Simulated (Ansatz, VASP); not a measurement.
SiPb2 in VASP and in Ansatz

```
Si Pb
1.0
     0.00000    3.56141    3.56141
     3.56141    0.00000    3.56141
     3.56141    3.56141    0.00000
Si Pb
1 2
Direct
  0.00000 0.00000 0.00000
  0.75000 0.75000 0.75000
  0.25000 0.25000 0.25000
```

Alike in both runs: task relaxation of cell and atoms; functional PBE; k mesh 10 × 10 × 10; occupations fermi-dirac, width 0.15 eV; no spin polarisation.

```csv
,VASP,Ansatz
version,VASP 6.6.1,Ansatz 0.2.0
potentials or method,"VASP PAW PBE potentials, release 64 (Si, Pb_d)","scalar-relativistic, plane waves, PAW"
plane-wave cutoff (eV),600,420
valence electrons in the cell,32,32
```

```tsv
	VASP	Ansatz	Ansatz less VASP
gap on the k mesh at the Fermi level, each at its own relaxed structure (eV)	none	none	-
relaxed volume (Å³/atom)	30.04	30.04	+0.007
relaxed cell length with the largest relative difference (Å)	5.032	5.033	+0.0004
```

A gap of «none» marks a metal or a gap that the smearing closes.

The runs have no spin-orbit coupling, so splittings on Pb are missing.
